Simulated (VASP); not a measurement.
Crystal: Lu3AlN4.

```
Lu Al N
1.0
    -2.47500    2.47500    4.95000
     2.47500   -2.47500    4.95000
     2.47500    2.47500   -4.95000
Lu Al N
3 1 4
Cartesian
  0.0000 2.4750 2.4750
  2.4750 0.0000 2.4750
  0.0000 0.0000 4.9500
  0.0000 0.0000 0.0000
  0.0000 0.0000 7.5240
  0.0000 0.0000 2.3760
  2.4750 0.0000 0.0000
  0.0000 2.4750 0.0000
```

The cell was built by a generator and needn't be a form met in nature.

* Program: VASP 6.6.1
* Task: relaxation of cell and atoms
* Functional: PBE
* Potentials or basis: VASP PAW PBE potentials, release 64 (Lu, Al, N)
* Cutoff: 520 eV
* k mesh: 4 × 4 × 4
* Occupations: gaussian, width 0.15 eV
* Spin: no spin polarisation

At the start: pressure -26.8 GPa; volume 15.16 Å³/atom.

Task: How do energy, volume and symmetry change on relaxing?

Result: Over 18 steps the energy falls by 217.1 meV/atom and the volume is 12.61 Å³/atom (-16.8 %); space group I4/mmm (No. 139, to 0.05 Å).

Step by step:
```csv
step,energy change (eV),largest force (eV/Å),pressure (GPa),volume (Å³)
1,0.0000,0.0254,-26.83,121.29
2,5990.3481,114.0612,650.87,81.95
3,301.3858,2.1164,-169.11,118.72
4,6.3718,0.0732,-53.17,107.74
5,1.2887,0.3672,-5.30,103.94
6,-0.1191,0.2237,-6.72,103.54
7,-1.2468,0.6113,18.49,92.33
8,3.4709,0.7688,22.39,100.12
9,-1.6708,0.3415,-2.28,102.69
10,-1.6789,0.3471,-4.38,102.30
11,-1.6915,0.3743,-1.04,101.20
12,-1.6932,0.3837,-0.31,100.83
13,-1.7171,0.3373,0.03,100.77
14,-1.7248,0.2748,0.11,100.69
15,-1.7351,0.0922,-0.33,100.80
16,-1.7366,0.0252,-0.58,100.83
17,-1.7353,0.1144,0.48,100.91
18,-1.7369,0.0107,-0.26,100.86
```

Final structure:
```
Lu Al N
1.0
    -2.35087    2.35087    4.56239
     2.35087   -2.35087    4.56239
     2.35087    2.35087   -4.56239
Lu Al N
3 1 4
Direct
  0.75000 0.25000 0.50000
  0.25000 0.75000 0.50000
  0.50000 0.50000 0.00000
  0.00000 0.00000 0.00000
  0.76785 0.76785 0.00000
  0.23215 0.23215 0.00000
  0.00000 0.50000 0.50000
  0.50000 0.00000 0.50000
```

Caveat: the k mesh is coarse (spacing up to 0.45 Å⁻¹), so the values aren't converged; the volume moved by over 15 % at a fixed basis, so the end points are rough.
